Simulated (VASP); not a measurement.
Level of theory: TPSS meta-GGA, VASP's PBE PAW potentials (set 64) (plane waves; VASP).

VASP input:

**POSCAR**
```
NiAl
1
    2.8729062612     0.0000000000    -0.0000000000
    0.0000000000     2.8729062612    -0.0000000000
    0.0000000000     0.0000000000     2.8729062612
Al Ni
1 1
Direct
  0.5000000000   0.5000000000   0.5000000000
  0.0000000000   0.0000000000   0.0000000000
```

### KPOINTS_OPT
```
k-points along high-symmetry lines
10
Line-mode
Reciprocal
  0.000000   0.000000   0.000000 ! GAMMA
  0.000000   0.500000   0.000000 ! X

  0.000000   0.500000   0.000000 ! X
  0.500000   0.500000   0.000000 ! M

  0.500000   0.500000   0.000000 ! M
  0.000000   0.000000   0.000000 ! GAMMA

  0.000000   0.000000   0.000000 ! GAMMA
  0.500000   0.500000   0.500000 ! R

  0.500000   0.500000   0.500000 ! R
  0.000000   0.500000   0.000000 ! X

  0.500000   0.500000   0.500000 ! R
  0.500000   0.500000   0.000000 ! M
```

### INCAR
```
SYSTEM = NiAl
PREC = Accurate
ENCUT = 520
EDIFF = 1E-7
NELM = 100
ALGO = Normal
LREAL = .FALSE.
LASPH = .TRUE.
ISMEAR = -5
METAGGA = TPSS
LMIXTAU = .TRUE.
LMAXMIX = 4
LWAVE = .FALSE.
LCHARG = .FALSE.
LORBIT = 11
NEDOS = 601
ISIF = 2
```

File KPOINTS:
```
Automatic mesh
0
Gamma
14 14 14
0 0 0
```

POTCAR, in this order: Al Ni (PBE.64 set). Program: vasp_std.

What VASP printed:

**OSZICAR**
```
       N       E                     dE             d eps       ncg     rms          rms(c)
DAV:   1     0.580455429889E+02    0.58046E+02   -0.75865E+03  2424   0.187E+03
DAV:   2    -0.408162507830E+01   -0.62127E+02   -0.59743E+02  2434   0.293E+02
DAV:   3    -0.720259127192E+01   -0.31210E+01   -0.31070E+01  2896   0.899E+01
DAV:   4    -0.724968298005E+01   -0.47092E-01   -0.47054E-01  3094   0.108E+01
DAV:   5    -0.725104430142E+01   -0.13613E-02   -0.13615E-02  3142   0.165E+00    0.580E+00
DAV:   6    -0.245038121836E+02   -0.17253E+02   -0.33445E+01  2436   0.665E+01    0.131E+01
DAV:   7    -0.245327559774E+02   -0.28944E-01   -0.41152E-01  2748   0.597E+00    0.134E+01
DAV:   8    -0.245697627651E+02   -0.37007E-01   -0.57763E-03  3316   0.107E+00    0.138E+01
DAV:   9    -0.235660942378E+02    0.10037E+01   -0.86073E+00  2408   0.485E+01    0.583E+01
DAV:  10    -0.282482157491E+02   -0.46821E+01   -0.53847E+00  2502   0.341E+01    0.760E+01
DAV:  11    -0.257454180547E+02    0.25028E+01   -0.21650E+00  2948   0.252E+01    0.626E+01
DAV:  12    -0.217673351852E+02    0.39781E+01   -0.27362E+01  2872   0.858E+01    0.105E+01
DAV:  13    -0.217174103478E+02    0.49925E-01   -0.10769E+00  3520   0.133E+01    0.204E+01
DAV:  14    -0.218266650960E+02   -0.10925E+00   -0.29785E-01  2776   0.875E+00    0.159E+01
DAV:  15    -0.216571909883E+02    0.16947E+00   -0.27104E-01  2400   0.970E+00    0.127E+01
DAV:  16    -0.218715991712E+02   -0.21441E+00   -0.17098E-01  2400   0.830E+00    0.126E+01
DAV:  17    -0.222548299777E+02   -0.38323E+00   -0.17583E-01  2400   0.800E+00    0.143E+01
DAV:  18    -0.222298190380E+02    0.25011E-01   -0.95173E-02  2526   0.567E+00    0.137E+01
DAV:  19    -0.232020229892E+02   -0.97220E+00   -0.13918E+00  2660   0.212E+01    0.126E+01
DAV:  20    -0.238625576177E+02   -0.66053E+00   -0.13730E+00  2898   0.194E+01    0.105E+01
DAV:  21    -0.239036789612E+02   -0.41121E-01   -0.23472E-02  2858   0.175E+00    0.105E+01
DAV:  22    -0.229001249858E+02    0.10036E+01   -0.21587E+00  2774   0.257E+01    0.888E+00
DAV:  23    -0.223625504836E+02    0.53757E+00   -0.23198E+00  2768   0.252E+01    0.974E+00
DAV:  24    -0.225517229624E+02   -0.18917E+00   -0.78775E-01  2760   0.143E+01    0.112E+01
DAV:  25    -0.226449909908E+02   -0.93268E-01   -0.79717E-02  3428   0.411E+00    0.125E+01
DAV:  26    -0.228250649332E+02   -0.18007E+00   -0.34866E-02  2552   0.291E+00    0.849E+00
DAV:  27    -0.225782516844E+02    0.24681E+00   -0.60806E-01  2718   0.138E+01    0.189E+00
DAV:  28    -0.225702652645E+02    0.79864E-02   -0.18350E-02  2980   0.153E+00    0.134E+00
DAV:  29    -0.225554474847E+02    0.14818E-01   -0.22118E-02  2784   0.258E+00    0.862E-01
DAV:  30    -0.225494670269E+02    0.59805E-02   -0.18790E-02  2858   0.219E+00    0.549E-01
DAV:  31    -0.225481387091E+02    0.13283E-02   -0.60631E-03  2800   0.126E+00    0.256E-01
DAV:  32    -0.225479821080E+02    0.15660E-03   -0.79681E-04  3240   0.428E-01    0.109E-01
DAV:  33    -0.225479288877E+02    0.53220E-04   -0.14629E-04  3144   0.182E-01    0.684E-02
DAV:  34    -0.225479354684E+02   -0.65807E-05   -0.10489E-04  2890   0.157E-01    0.171E-02
DAV:  35    -0.225479379563E+02   -0.24880E-05   -0.84501E-06  2770   0.467E-02    0.172E-02
DAV:  36    -0.225479383595E+02   -0.40318E-06   -0.29906E-06  2792   0.266E-02    0.406E-03
DAV:  37    -0.225479388464E+02   -0.48689E-06   -0.14655E-06  2420   0.187E-02    0.175E-03
DAV:  38    -0.225479388143E+02    0.32131E-07   -0.18622E-07  1224   0.722E-03
   1 F= -.22547939E+02 E0= -.22547939E+02  d E =0.000000E+00
       N       E                     dE             ncg
```

OUTCAR:
```
------------------------ aborting loop because EDIFF is reached ----------------------------------------
  FORCE on cell =-STRESS in cart. coord.  units (eV):
  Direction    XX          YY          ZZ          XY          YZ          ZX
  --------------------------------------------------------------------------------------
  Total       -0.0681438     -0.0681438     -0.0681438      0.0000000     -0.0000000      0.0000000
  in kB       -4.6043939     -4.6043939     -4.6043939      0.0000000     -0.0000000      0.0000000
  external PRESSURE =      -4.6043939 kB  Pullay stress =       0.0000000 kB
  volume of cell :       23.71
      direct lattice vectors                 reciprocal lattice vectors
     2.872906261  0.000000000  0.000000000     0.348079578  0.000000000  0.000000000
     0.000000000  2.872906261  0.000000000     0.000000000  0.348079578  0.000000000
     0.000000000  0.000000000  2.872906261     0.000000000  0.000000000  0.348079578
 POSITION                                       TOTAL-FORCE (eV/Angst)
 -----------------------------------------------------------------------------------
      1.43645      1.43645      1.43645         0.000000      0.000000      0.000000
      0.00000      0.00000      0.00000         0.000000      0.000000      0.000000
 -----------------------------------------------------------------------------------
    total drift:                                0.000000      0.000000      0.000000
  FREE ENERGIE OF THE ION-ELECTRON SYSTEM (eV)
  ---------------------------------------------------
  free  energy   TOTEN  =       -22.5479388143 eV

  energy  without entropy=      -22.5479388143  energy(sigma->0) =      -22.54793881

 total charge

# of ion       s       p       d       tot
------------------------------------------
    1        0.399   0.422   0.000   0.821
    2        0.471   0.523   8.484   9.478
--------------------------------------------------
tot          0.870   0.945   8.484  10.299
```
(Selected blocks of OUTCAR.)

File OUTCAR:
```
 val. band max:       10.0948480272   @ k =   0.5000   0.5000   0.2857

 cond. band min:      10.1161072172   @ k =   0.5000   0.3571   0.3571


 Fermi energy:        10.0939652541

 k-point     1 :       0.0000    0.0000    0.0000
  band No.  band energies     occupation
      1      -1.1027      2.00000
      2       6.7920      2.00000
      3       6.7920      2.00000
      4       8.5092      2.00000
      5       8.5092      2.00000
      6       8.5092      2.00000
      7      15.6650      0.00000
      8      15.6650      0.00000
      9      15.6650      0.00000
     10      18.1700      0.00000

 k-point     2 :       0.0714    0.0000    0.0000
  band No.  band energies     occupation
      1      -1.0082      2.00000
      2       6.7854      2.00000
      3       6.8146      2.00000
      4       8.4680      2.00000
      5       8.4680      2.00000
      6       8.5136      2.00000
      7      14.6629      0.00000
      8      15.7898      0.00000
      9      15.7898      0.00000
     10      18.1740      0.00000

 k-point     3 :       0.1429    0.0000    0.0000
  band No.  band energies     occupation
      1      -0.7261      2.00000
      2       6.7417      2.00000
      3       6.8788      2.00000
      4       8.3566      2.00000
      5       8.3566      2.00000
      6       8.5259      2.00000
      7      13.0503      0.00000
      8      16.1522      0.00000
      9      16.1522      0.00000
     10      18.1857      0.00000

 k-point     4 :       0.2143    0.0000    0.0000
  band No.  band energies     occupation
      1      -0.2603      2.00000
      2       6.5789      2.00000
      3       6.9736      2.00000
      4       8.2052      2.00000
      5       8.2052      2.00000
      6       8.5438      2.00000
      7      11.5577      0.00000
      8      16.7238      0.00000
      9      16.7238      0.00000
     10      18.2044      0.00000

 k-point     5 :       0.2857    0.0000    0.0000
...
```

For a metal the tetrahedron method with Blöchl corrections gives inexact stress and forces.

The compound is NiAl in the CsCl type structure. It was relaxed first. The run is not spin-polarised, so no magnetic state was tried. The electron count is odd and the run is not spin-polarised, which forces a metal.
